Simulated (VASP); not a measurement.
```xyz
2
Lattice="3.1270 0.0000 0.0000 0.0000 3.1270 0.0000 0.0000 0.0000 3.1270" Properties=species:S:1:pos:R:3 pbc="T T T"
Zn     1.5635     1.5635     1.5635
Au     0.0000     0.0000     0.0000
```

Calculation: PBEsol GGA, VASP's PBE PAW potentials (set 64) (plane waves; VASP). Numerical set-up: 480 eV cut-off, 12×12×12 Γ-centred mesh, first-order Methfessel-Paxton smearing of 0.10 eV, potentials Zn Au.

Problem. The ions, cell shape and volume at an external pressure of 2.0 GPa are relaxed. Predict the relaxed structure.

Solution. 
```xyz
2
Lattice="3.1156 0.0000 0.0000 0.0000 3.1156 0.0000 0.0000 0.0000 3.1156" Properties=species:S:1:pos:R:3 pbc="T T T"
Zn     1.5578     1.5578     1.5578
Au     0.0000     0.0000     0.0000
```
Space group Pm-3m (221), at a tolerance of 0.03 Å.

Problem. How do energy and volume change from the first to the last step?

Solution. The energy (σ→0) changes by +1.2 meV/atom and the volume by -1.1 %, in 3 ionic steps.

The compound is AuZn in the CsCl type structure. This run relaxes it under an external pressure of 2 GPa. Symmetry was kept, so distortions that lower it aren't found. The electron count is odd and the run is not spin-polarised, which forces a metal.
